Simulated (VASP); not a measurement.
Level of theory: PBEsol GGA, VASP's PBE PAW potentials (set 64) (plane waves; VASP 6.6.1).

VASP input:

**INCAR**
```
SYSTEM=HfC
PREC=Accurate; ENCUT=530; LREAL=.FALSE.
LASPH=.TRUE.
EDIFF=1E-6; NELM=100; ALGO=Normal
LMAXMIX=6
ISMEAR=1; SIGMA=0.1
GGA=PS
IBRION=2; NSW=60; ISIF=3
EDIFFG=-0.01
LWAVE=.FALSE.; LCHARG=.FALSE.
```

File KPOINTS:
```
K-points
0
Gamma
12 12 12
0 0 0
```

**POSCAR**
```
HfC
1
    0.0000000000     2.3029243028     2.3029243028
    2.3029243028     0.0000000000     2.3029243028
    2.3029243028     2.3029243028    -0.0000000000
Hf C
1 1
Direct
  0.0000000000   0.0000000000   0.0000000000
  0.5000000000   0.5000000000   0.5000000000
```

POTCAR, in this order: Hf_pv C (PBE.64 set). Program: vasp_std.

The resulting files:

**OSZICAR**
```
       N       E                     dE             d eps       ncg     rms          rms(c)
DAV:   1     0.217937912901E+02    0.21794E+02   -0.79257E+03  1584   0.124E+03
DAV:   2    -0.233431213125E+02   -0.45137E+02   -0.42830E+02  2072   0.213E+02
DAV:   3    -0.250593934004E+02   -0.17163E+01   -0.16682E+01  2067   0.317E+01
DAV:   4    -0.250745668217E+02   -0.15173E-01   -0.15162E-01  1886   0.308E+00
DAV:   5    -0.250747226559E+02   -0.15583E-03   -0.15582E-03  2072   0.274E-01    0.612E+01
DAV:   6    -0.222799148591E+02    0.27948E+01   -0.17822E+01  1772   0.219E+01    0.428E+01
DAV:   7    -0.222111964292E+02    0.68718E-01   -0.60169E-01  1830   0.591E+00    0.239E+01
DAV:   8    -0.222002182207E+02    0.10978E-01   -0.45854E-02  1746   0.208E+00    0.469E+00
DAV:   9    -0.221957196485E+02    0.44986E-02   -0.22005E-02  1767   0.900E-01    0.189E+00
DAV:  10    -0.221954521935E+02    0.26745E-03   -0.95151E-04  1878   0.261E-01    0.264E-01
DAV:  11    -0.221954453936E+02    0.68000E-05   -0.11836E-04  1854   0.825E-02    0.382E-02
DAV:  12    -0.221954437056E+02    0.16880E-05   -0.40498E-06  1825   0.187E-02    0.454E-02
DAV:  13    -0.221954434155E+02    0.29010E-06   -0.20614E-07   894   0.493E-03
   1 F= -.22195443E+02 E0= -.22195401E+02  d E =-.221954E+02
```

**OUTCAR**
```
------------------------ aborting loop because EDIFF is reached ----------------------------------------
  FORCE on cell =-STRESS in cart. coord.  units (eV):
  Direction    XX          YY          ZZ          XY          YZ          ZX
  --------------------------------------------------------------------------------------
  Total       -0.0092538     -0.0092538     -0.0092538      0.0000000      0.0000000     -0.0000000
  in kB       -0.6069601     -0.6069601     -0.6069601      0.0000000      0.0000000     -0.0000000
  external PRESSURE =      -0.6069601 kB  Pullay stress =       0.0000000 kB
  volume of cell :       24.43
      direct lattice vectors                 reciprocal lattice vectors
     0.000000000  2.302924303  2.302924303    -0.217115256  0.217115256  0.217115256
     2.302924303  0.000000000  2.302924303     0.217115256 -0.217115256  0.217115256
     2.302924303  2.302924303  0.000000000     0.217115256  0.217115256 -0.217115256
 POSITION                                       TOTAL-FORCE (eV/Angst)
 -----------------------------------------------------------------------------------
      0.00000      0.00000      0.00000        -0.000000      0.000000     -0.000000
      2.30292      2.30292      2.30292         0.000000     -0.000000      0.000000
 -----------------------------------------------------------------------------------
    total drift:                                0.000000     -0.000000     -0.000000
  FREE ENERGIE OF THE ION-ELECTRON SYSTEM (eV)
  ---------------------------------------------------
  free  energy   TOTEN  =       -22.1954434155 eV

  energy  without entropy=      -22.1953168210  energy(sigma->0) =      -22.19540122

 reached required accuracy - stopping structural energy minimisation
```
(Selected blocks of OUTCAR.)

The compound is HfC in the rock salt structure. It was relaxed first. The start is the result of an earlier pass.
